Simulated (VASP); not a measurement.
CoAl (relaxed from the NiAs type structure, space group P6_3/mmc): computed properties

Level of theory: r2SCAN meta-GGA, VASP's PBE PAW potentials (set 64) (plane waves; VASP).

```yaml
space_group: P6_3/mmc (194)
cell: a = b = 2.6993 Å, c = 7.6227 Å, α = β = 90.00°, γ = 120.00°
volume_per_atom: 12.02 Å³/atom
band gap (over mesh and band path): none (metal, semimetal or under 0.01 eV)
cell_moment: 1.90 μB
density: 5.93 g/cm³
```

```yaml
crystal:
  lattice:
    - [2.69926, 0.00000, 0.00000]
    - [-1.34963, 2.33762, 0.00000]
    - [0.00000, 0.00000, 7.62271]
  atoms:
    - { symbol: Co, position: [0.00000, 0.00000, 0.00000], spin: 1.1 }
    - { symbol: Co, position: [0.00000, 0.00000, 0.50000], spin: 1.1 }
    - { symbol: Al, position: [0.33333, 0.66667, 0.25000] }
    - { symbol: Al, position: [0.66667, 0.33333, 0.75000] }
```

The structure was generated: CoAl was put into the NiAs type type (P6_3/mmc), which need not be its known phase. It was relaxed first, which changed the volume by -34 %. Symmetry was kept, so distortions that lower it aren't found.
